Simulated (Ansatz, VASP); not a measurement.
SnI3: VASP beside Ansatz

```
Sn I
1.0
     6.01519    0.00000    0.00000
     0.00000    6.01519    0.00000
     0.00000    0.00000    6.01519
Sn I
1 3
Direct
  0.00000 0.00000 0.00000
  0.50000 0.00000 0.00000
  0.00000 0.00000 0.50000
  0.00000 0.50000 0.00000
```

The cell comes from a database or a generator and needn't be the stable form of this composition.

Alike in both runs: task single point; functional LDA; k mesh 4 × 4 × 4; occupations fermi-dirac, width 0.05 eV; no spin polarisation.

```csv
,VASP,Ansatz
version,VASP 6.6.1,Ansatz 0.2.0
potentials or method,"VASP PAW LDA potentials, release 64 (Sn_d, I)","plane waves, PAW"
plane-wave cutoff (eV),520,420
valence electrons in the cell,35,65
```

```csv
,VASP,Ansatz,Ansatz less VASP
gap on the k mesh at the Fermi level (eV),none,none,-
pressure (GPa),-1.6,-1.6,+0.02
```

A gap of «none» marks a metal or a gap that the smearing closes. The two sets of potentials don't hold the same shells in valence.

Caveats: an odd number of electrons without spin polarisation forces a metal; a magnetic or distorted state may lie lower. The runs have no spin-orbit coupling, so splittings on I are missing.
